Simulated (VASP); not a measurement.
Input:

```yaml
crystal:
  lattice:
    - [2.29225, -3.97029, 0.00000]
    - [2.29225, 3.97029, 0.00000]
    - [0.00000, 0.00000, 7.49175]
  atoms:
    - { symbol: Ag, position: [0.66667, 0.33333, 0.50007] }
    - { symbol: Ag, position: [0.33333, 0.66667, 0.00007] }
    - { symbol: I, position: [0.66667, 0.33333, 0.87493] }
    - { symbol: I, position: [0.33333, 0.66667, 0.37493] }
```

Calculation: vdW-DF-cx, VASP's PBE PAW potentials (set 64) (plane waves; VASP). Numerical set-up: 520 eV cut-off, Gaussian smearing of 0.050 eV, potentials Ag I.

Unless said otherwise, spin-orbit coupling is left out, though it shifts the bands of the heavy elements here.

Q: What does the run give for the band gap (along the path) with the smallest direct gap where there is one?

A: 
```
Item                                   Result
------------------------------------  -------
band gap (along the path)             1.28 eV
smallest direct gap (along the path)  1.28 eV
```

The absolute energy has meaning only against runs of the same code, potentials and settings.

The compound is AgI in the wurtzite structure. It was relaxed first.
